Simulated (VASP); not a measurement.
Here is the system:

```
Ti3Ge
1.0
   -5.05024     5.05024     2.53723
    5.05024    -5.05024     2.53723
    5.05024     5.05024    -2.53723
Ti Ge
12 4
Direct
  0.67962   0.86903   0.97458
  0.13097   0.10554   0.81058
  0.89446   0.70504   0.02542
  0.29496   0.32038   0.18942
  0.99213   0.37632   0.32977
  0.62368   0.95345   0.61580
  0.04655   0.66236   0.67023
  0.33764   0.00787   0.38420
  0.02198   0.42422   0.96818
  0.57578   0.54396   0.59776
  0.45604   0.05380   0.03182
  0.94620   0.97802   0.40224
  0.48893   0.81529   0.25415
  0.18471   0.43886   0.67364
  0.56114   0.23478   0.74585
  0.76522   0.51107   0.32636
```

Method: PBEsol GGA, VASP's PBE PAW potentials (set 64) (plane waves; VASP). Run with LREAL = Auto, 400 eV cut-off, 8×8×8 Γ-centred mesh, tetrahedra with Blöchl corrections, potentials Ti_sv Ge_d.

The cores are frozen, which limits the accuracy of field gradients.

Give the principal components of the electric field gradient (V/Å²) and the asymmetry η at each nucleus.

```tsv
atom	Vxx	Vyy	Vzz	η
Ti1	-31.1	-3.3	34.3	0.81
Ti2	-31.1	-3.3	34.3	0.81
Ti3	-31.1	-3.3	34.3	0.81
Ti4	-31.1	-3.3	34.3	0.81
Ti5	16.5	12.7	-29.2	0.13
Ti6	16.5	12.7	-29.2	0.13
Ti7	16.5	12.7	-29.2	0.13
Ti8	16.5	12.7	-29.2	0.13
Ti9	17.5	0.7	-18.2	0.93
Ti10	17.5	0.7	-18.2	0.93
Ti11	17.5	0.7	-18.2	0.93
Ti12	17.5	0.7	-18.2	0.93
Ge13	-25.9	-13.9	39.8	0.30
Ge14	-25.9	-13.9	39.8	0.30
Ge15	-25.9	-13.9	39.8	0.30
Ge16	-25.9	-13.9	39.8	0.30
```

The structure comes from a computed database's Ti3Ge entry (I-4); how it stands against other phases isn't given here. It was relaxed first.
